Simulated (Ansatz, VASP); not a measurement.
RbMg3 in VASP and in Ansatz

Contents of INCAR:

```
ALGO = Normal
EDIFF = 1E-7
ENCUT = 520
GGA = PE
ISIF = 2
ISMEAR = -1
LASPH = True
LCHARG = False
LREAL = False
LWAVE = False
NBANDS = 16
NELM = 80
PREC = Accurate
SIGMA = 0.05
```

Contents of KPOINTS:

```
k-points
0
Gamma
  8 5 4
```

Contents of POSCAR:

```
RbMg3
1.0
    3.3101087221      0.0000000000      0.0000000000
    0.0000000000      5.1847885820      0.0000000000
    0.0000000000      0.0000000000      7.9175514082
Rb Mg
1 3
Direct
    0.0000000000      0.0000000000      0.1333790000
    0.0000000000      0.5000000000      0.7736860000
    0.5000000000      0.5000000000      0.4398730000
    0.5000000000      0.0000000000      0.6530620000
```

Contents of input.yaml:

```yaml
crystal:
  lattice:
    - [3.3101087221, 0.0, 0.0]
    - [0.0, 5.184788582, 0.0]
    - [0.0, 0.0, 7.9175514082]
  atoms:
    - { symbol: Rb, position: [0.0, 0.0, 0.133379] }
    - { symbol: Mg, position: [0.0, 0.5, 0.773686] }
    - { symbol: Mg, position: [0.5, 0.5, 0.439873] }
    - { symbol: Mg, position: [0.5, 0.0, 0.653062] }
hamiltonian:
  xc: pbe
  pseudopotentials: { kind: paw }
kpoints:
  mp_grid: { grid: [8, 5, 4] }
scf:
  occupations: { method: fermi_dirac, width: 0.05 }
output:
  forces: true
  stress: true
  eigenvalues: true
```

Change from the starting cell: volume scaled by 0.98.

Alike in both runs: task single point; functional PBE; k mesh 8 × 5 × 4; occupations fermi-dirac, width 0.05 eV; no spin polarisation.

```csv
,VASP,Ansatz
version,VASP 6.6.1,Ansatz 0.2.0
potentials or method,"VASP PAW PBE potentials, release 64 (Rb_sv, Mg)",Ansatz PAW
plane-wave cutoff (eV),520,420
valence electrons in the cell,15,39
```

```tsv
	VASP	Ansatz	Ansatz less VASP
gap on the k mesh at the Fermi level (eV)	none	none	-
pressure (GPa)	0.3	0.3	+0.04
largest component of the traceless stress (GPa)	0.74	0.73	-0.003
rms of the force components (eV/Å)	0.032	0.029	-0.0032
```

Atom by atom the forces differ by 0.003 eV/Å (rms over components). A gap of «none» marks a metal or a gap that the smearing closes. The two sets of potentials don't hold the same shells in valence.
